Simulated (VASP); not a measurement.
Given:

```
CELL_PARAMETERS angstrom
      2.76754     0.00000     0.00000
      0.00000     2.76754     0.00000
      0.00000     0.00000     2.76754
ATOMIC_POSITIONS crystal
  Co 0.00000 0.00000 0.00000
  P  0.50000 0.50000 0.50000
```

All values below come from PBEsol GGA, VASP's PBE PAW potentials (set 64) (plane waves; VASP). Settings: 400 eV cut-off, 12×12×12 Γ-centred mesh, first-order Methfessel-Paxton smearing of 0.10 eV, potentials Co P.

### Question
Predict the energy per atom (σ→0), band gap (on the k-mesh) with the smallest direct gap where there is one.

### Answer

```json
{
  "band gap (on the k-mesh)": "none (metal, semimetal or under 0.01 eV)",
  "energy per atom (σ→0)": "-6.951 eV/atom"
}
```

The structure was generated: CoP was put into the CsCl type type (Pm-3m), which need not be its known phase. It was relaxed first, which changed the volume by -24 %. The start is the result of an earlier pass. The run is not spin-polarised, so no magnetic state was tried.
